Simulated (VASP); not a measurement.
Calculation: PBE GGA + U (Dudarev), VASP's PBE PAW potentials (set 64) (plane waves; VASP).

A VASP calculation is set up with these files.

File POSCAR:
```
NiO
1
    4.2636000000     2.1318000000     2.1318000000
    2.1318000000     4.2636000000     2.1318000000
    2.1318000000     2.1318000000     4.2636000000
Ni O
2 2
Direct
  0.0000000000   0.0000000000   0.0000000000
  0.5000000000   0.5000000000   0.5000000000
  0.2500000000   0.2500000000   0.2500000000
  0.7500000000   0.7500000000   0.7500000000
```

**INCAR**
```
SYSTEM = NiO
PREC = Accurate; ENCUT = 520; LREAL = .FALSE.
LASPH = .TRUE.
EDIFF = 1E-6; NELM = 100; ALGO = Normal
LMAXMIX = 4
ISMEAR = 0; SIGMA = 0.05
GGA = PE
MAGMOM = 2.0 -2.0 2*0.0
ISPIN = 2
LDAUL = 2 -1
LDAUU = 8.0 0
LDAUJ = 0 0
LDAU = .TRUE.; LDAUTYPE = 2; LDAUPRINT = 1
ISIF = 2
LWAVE = .FALSE.; LCHARG = .FALSE.; LORBIT = 10
```

File KPOINTS:
```
kpoints
0
Gamma
8 8 8
0 0 0
```

POTCAR, in this order: Ni O (PBE.64 set). Program: vasp_std.

What VASP printed:

OSZICAR:
```
       N       E                     dE             d eps       ncg     rms          rms(c)
DAV:   1     0.261627880386E+03    0.26163E+03   -0.16202E+04  5256   0.211E+03
DAV:   2     0.142864938195E+02   -0.24734E+03   -0.23121E+03  5444   0.400E+02
DAV:   3    -0.162525210100E+02   -0.30539E+02   -0.29463E+02  5840   0.165E+02
DAV:   4    -0.170804383041E+02   -0.82792E+00   -0.82471E+00  5784   0.283E+01
DAV:   5    -0.170976175768E+02   -0.17179E-01   -0.17174E-01  6216   0.401E+00    0.208E+01
DAV:   6    -0.174103859252E+02   -0.31277E+00   -0.40138E+01  8148   0.149E+02    0.255E+01
DAV:   7    -0.194154635148E+02   -0.20051E+01   -0.73187E+00  6172   0.446E+01    0.139E+01
DAV:   8    -0.195522937495E+02   -0.13683E+00   -0.19343E+00  7244   0.294E+01    0.101E+01
DAV:   9    -0.199471479819E+02   -0.39485E+00   -0.50634E-01  6464   0.218E+01    0.272E+00
DAV:  10    -0.199392572564E+02    0.78907E-02   -0.27660E-01  7448   0.910E+00    0.680E-01
DAV:  11    -0.199440038568E+02   -0.47466E-02   -0.72519E-02  5536   0.249E+00    0.295E-01
DAV:  12    -0.199454855261E+02   -0.14817E-02   -0.48879E-03  8788   0.131E+00    0.163E-01
DAV:  13    -0.199459585054E+02   -0.47298E-03   -0.19736E-03  6944   0.908E-01    0.144E-01
DAV:  14    -0.199460582618E+02   -0.99756E-04   -0.40742E-04  7684   0.429E-01    0.600E-02
DAV:  15    -0.199460500130E+02    0.82488E-05   -0.16715E-04  7736   0.175E-01    0.279E-02
DAV:  16    -0.199460596426E+02   -0.96296E-05   -0.21327E-05  7916   0.844E-02    0.156E-02
DAV:  17    -0.199460801580E+02   -0.20515E-04   -0.26430E-05  9020   0.192E-01    0.160E-02
DAV:  18    -0.199460831812E+02   -0.30233E-05   -0.11693E-05  7592   0.590E-02    0.108E-02
DAV:  19    -0.199460846727E+02   -0.14915E-05   -0.15155E-06  3476   0.452E-02    0.816E-03
DAV:  20    -0.199460848441E+02   -0.17142E-06   -0.19662E-06  4512   0.168E-02
   1 F= -.19946085E+02 E0= -.19946085E+02  d E =-.213934E-15  mag=     0.0000
```

File OUTCAR:
```
------------------------ aborting loop because EDIFF is reached ----------------------------------------
  FORCE on cell =-STRESS in cart. coord.  units (eV):
  Direction    XX          YY          ZZ          XY          YZ          ZX
  --------------------------------------------------------------------------------------
  Total       -2.5178894     -2.5178894     -2.5178894     -0.0082756     -0.0082756     -0.0082756
  in kB     -104.0993157   -104.0993157   -104.0993157     -0.3421472     -0.3421472     -0.3421472
  external PRESSURE =    -104.0993157 kB  Pullay stress =       0.0000000 kB
  volume of cell :       38.75
      direct lattice vectors                 reciprocal lattice vectors
     4.263600000  2.131800000  2.131800000     0.351815367 -0.117271789 -0.117271789
     2.131800000  4.263600000  2.131800000    -0.117271789  0.351815367 -0.117271789
     2.131800000  2.131800000  4.263600000    -0.117271789 -0.117271789  0.351815367
 POSITION                                       TOTAL-FORCE (eV/Angst)
 -----------------------------------------------------------------------------------
      0.00000      0.00000      0.00000         0.000000      0.000000      0.000000
      4.26360      4.26360      4.26360         0.000000     -0.000000     -0.000000
      2.13180      2.13180      2.13180        -0.000000      0.000000     -0.000000
      6.39540      6.39540      6.39540        -0.000000     -0.000000     -0.000000
 -----------------------------------------------------------------------------------
    total drift:                                0.000000     -0.000000     -0.000000
  FREE ENERGIE OF THE ION-ELECTRON SYSTEM (eV)
  ---------------------------------------------------
  free  energy   TOTEN  =       -19.9460848441 eV

  energy  without entropy=      -19.9460848441  energy(sigma->0) =      -19.94608484

 total charge

# of ion       s       p       d       tot
------------------------------------------
    1        0.327   0.382   8.198   8.906
    2        0.327   0.382   8.198   8.906
    3        1.548   3.452   0.000   5.000
    4        1.548   3.452   0.000   5.000
--------------------------------------------------
tot          3.750   7.668  16.396  27.813

 magnetization (x)

# of ion       s       p       d       tot
------------------------------------------
    1        0.002  -0.001   1.835   1.836
    2       -0.002   0.001  -1.835  -1.836
    3        0.000   0.000   0.000   0.000
    4        0.000   0.000   0.000   0.000
--------------------------------------------------
tot          0.000   0.000   0.000   0.000
```
(Selected blocks of OUTCAR.)

The compound is NiO in the rock salt, AFM-II order structure. The cell was not relaxed at this level. The run is one of a series of settings (LDAU = .TRUE., LDAUJ = 0 0, LDAUL = 2 -1, LDAUTYPE = 2, LDAUU = 8.0 0 against the base run), some of them coarse on purpose.
